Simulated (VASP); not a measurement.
Here is the system:

```xyz
80
Lattice="9.1758 -4.8066 0.0004 9.1758 4.8066 0.0004 6.6576 0.0000 7.9357" Properties=species:S:1:pos:R:3 pbc="T T T"
Ga    10.6661     0.0009     3.3606
Al     4.4016     0.0000     1.3968
Al     1.8507     0.0000     0.5873
Al     8.1180     0.0430     2.5439
Al    13.9828     0.0000     7.3488
Al     7.7305     0.0000     5.3647
Al     5.1795     0.0000     4.5552
Al    11.4318     0.0000     6.5393
Al    15.2419     2.4033     3.3812
Al     8.9896     2.4033     1.3970
Al     6.4386     2.4033     0.5875
Al    12.6909     2.4033     2.5716
Al    18.5707     2.4033     7.3490
Al    12.3184     2.4033     5.3649
Al     9.8060     2.3644     4.5757
Al    16.0198     2.4033     6.5395
Al    15.2419    -2.4033     3.3812
Al     8.9896    -2.4033     1.3970
Al     6.4386    -2.4033     0.5875
Al    12.6909    -2.4033     2.5716
Al    18.5707    -2.4033     7.3490
Al    12.3184    -2.4033     5.3649
Al     9.7564    -2.3677     4.5160
Al    16.0198    -2.4033     6.5395
Al    19.8298     0.0000     3.3814
Al    13.5775     0.0000     1.3972
Al    11.0257    -0.0496     0.6178
Al    17.2789     0.0000     2.5718
Al    23.1586     0.0000     7.3492
Al    16.9063     0.0000     5.3651
Al    14.3554     0.0000     4.5556
Al    20.6077     0.0000     6.5397
O      4.7906    -0.9325     2.9760
O      5.1759     1.6679     1.7619
O      7.7141     0.9325     0.9923
O      6.8403     0.7354     3.7458
O      7.3288    -1.6679     2.2064
O      5.6644    -0.7354     0.2224
O      8.1194    -0.9325     6.9438
O      8.5047     1.6679     5.7297
O     11.0912     0.9497     4.9726
O     10.1691     0.7354     7.7137
O     10.6576    -1.6679     6.1742
O      9.0391    -0.6968     4.1948
O      9.3652     1.4282     2.9800
O      9.7638     4.0712     1.7621
O     12.3020     3.3358     0.9925
O     11.4282     3.1387     3.7460
O     11.9076     0.7832     2.1907
O     10.2523     1.6679     0.2227
O     12.7073     1.4708     6.9440
O     13.0926     4.0712     5.7299
O     15.6308     3.3358     4.9603
O     14.7570     3.1387     7.7139
O     15.2456     0.7354     6.1744
O     13.5811     1.6679     4.1905
O      9.3785    -3.3358     2.9762
O      9.7970    -0.7507     1.7370
O     12.3020    -1.4708     0.9925
O     11.4312    -1.6434     3.7130
O     11.9167    -4.0712     2.2066
O     10.2523    -3.1387     0.2227
O     12.7073    -3.3358     6.9440
O     13.0926    -0.7354     5.7299
O     15.6308    -1.4708     4.9603
O     14.7570    -1.6679     7.7139
O     15.2456    -4.0712     6.1744
O     13.5811    -3.1387     4.1905
O     13.9664    -0.9325     2.9764
O     14.3517     1.6679     1.7623
O     16.8899     0.9325     0.9927
O     16.0161     0.7354     3.7462
O     16.5047    -1.6679     2.2068
O     14.8402    -0.7354     0.2229
O     17.2952    -0.9325     6.9443
O     17.6805     1.6679     5.7302
O     20.2188     0.9325     4.9605
O     19.3449     0.7354     7.7141
O     19.8335    -1.6679     6.1746
O     18.1691    -0.7354     4.1907
```
Cell charge -2.

All values below come from PBE GGA, VASP's PBE PAW potentials (set 64) (plane waves; VASP). Settings: PREC = Normal, LREAL = Auto, ISYM = 0, NELECT = 386.0, EDIFF = 1E-5, 400 eV cut-off, 1×1×1 Γ-centred mesh, Gaussian smearing of 0.050 eV, potentials Ga Al O.

The cell is charged, with a uniform compensating background. The supercell is sampled at Γ alone, which is coarse: total energies, pressure and levels can be off, energies of defects by several tenths of an eV.

Question: The ions are relaxed. What does this cell relax into?

Answer: 
```xyz
80
Lattice="9.1758 -4.8066 0.0004 9.1758 4.8066 0.0004 6.6576 0.0000 7.9357" Properties=species:S:1:pos:R:3 pbc="T T T"
Ga    11.0540     0.0006     3.5060
Al     4.3988     0.0006     1.3935
Al     1.8552     0.0004     0.5870
Al     8.2424     0.0006     2.6141
Al    13.9956     0.0213     7.3662
Al     7.7248    -0.0048     5.3660
Al     5.1989    -0.0209     4.5549
Al    11.4239    -0.0034     6.5786
Al    15.2658     2.4060     3.3606
Al     8.9848     2.4105     1.3961
Al     6.4505     2.4114     0.6120
Al    12.7008     2.4429     2.5552
Al    18.5792     2.3881     7.3393
Al    12.3004     2.4155     5.4130
Al     9.7523     2.3781     4.5431
Al    16.0171     2.4013     6.5373
Al    15.2554    -2.4258     3.3953
Al     8.9867    -2.4042     1.3875
Al     6.4616    -2.3877     0.5755
Al    12.7029    -2.4370     2.5479
Al    18.5788    -2.3866     7.3407
Al    12.3210    -2.4536     5.3472
Al     9.7570    -2.3846     4.5288
Al    16.0190    -2.4018     6.5343
Al    19.8296     0.0010     3.3990
Al    13.5864     0.0404     1.3604
Al    11.0018     0.0097     0.6053
Al    17.2758     0.0027     2.5717
Al    23.1584     0.0012     7.3472
Al    16.9063     0.0013     5.3628
Al    14.3192     0.0005     4.5424
Al    20.6014     0.0011     6.5360
O      4.7910    -0.9304     2.9667
O      5.1739     1.6612     1.7624
O      7.7122     0.9425     1.0052
O      6.8422     0.7186     3.7454
O      7.3354    -1.6592     2.1906
O      5.6612    -0.7286     0.2241
O      8.1163    -0.9256     6.9458
O      8.4721     1.6779     5.7371
O     10.9791     1.1232     5.2637
O     10.1661     0.7534     7.7502
O     10.6538    -1.6631     6.1672
O      8.8628    -0.8201     4.2222
O      9.2580     1.5765     2.9757
O      9.7640     4.0727     1.7524
O     12.3203     3.3599     0.9611
O     11.4242     3.1355     3.7417
O     12.0437     0.9099     1.9098
O     10.2301     1.6799     0.1956
O     12.7618     1.4911     6.9876
O     13.1028     4.0660     5.7352
O     15.5767     3.3099     4.9711
O     14.7657     3.1565     7.7179
O     15.2355     0.7353     6.1678
O     13.5532     1.6690     4.1856
O      9.3515    -3.3558     2.9648
O      9.6879    -0.7541     1.6217
O     12.2960    -1.4694     0.9940
O     11.4554    -2.0311     3.7623
O     11.9262    -4.1115     2.2037
O     10.2492    -3.1451     0.2234
O     12.7197    -3.3348     6.9394
O     13.0661    -0.7388     5.7168
O     15.6209    -1.4685     4.9550
O     14.7219    -1.6788     7.6614
O     15.2509    -4.0813     6.1881
O     13.6422    -3.1708     4.2110
O     13.9403    -0.9275     2.9636
O     14.4227     1.6826     1.7518
O     16.9039     0.9271     0.9785
O     16.0051     0.7355     3.7427
O     16.4555    -1.6293     2.1988
O     14.8501    -0.7287     0.2278
O     17.2779    -0.9241     6.9382
O     17.6656     1.6661     5.7165
O     20.1972     0.8463     4.9934
O     19.3638     0.7454     7.6187
O     19.8068    -1.5898     6.2233
O     18.1504    -0.7389     4.1891
```
Cell charge -2.

Question: How much energy does the relaxation gain?

Answer: The energy (σ→0) changes by -17.1 meV/atom, in 24 ionic steps.

The cell is a supercell with a defect, built from Al2O3 (corundum): Ga_Al, charge -2. The run is not spin-polarised, so no state with unpaired spins was tried.
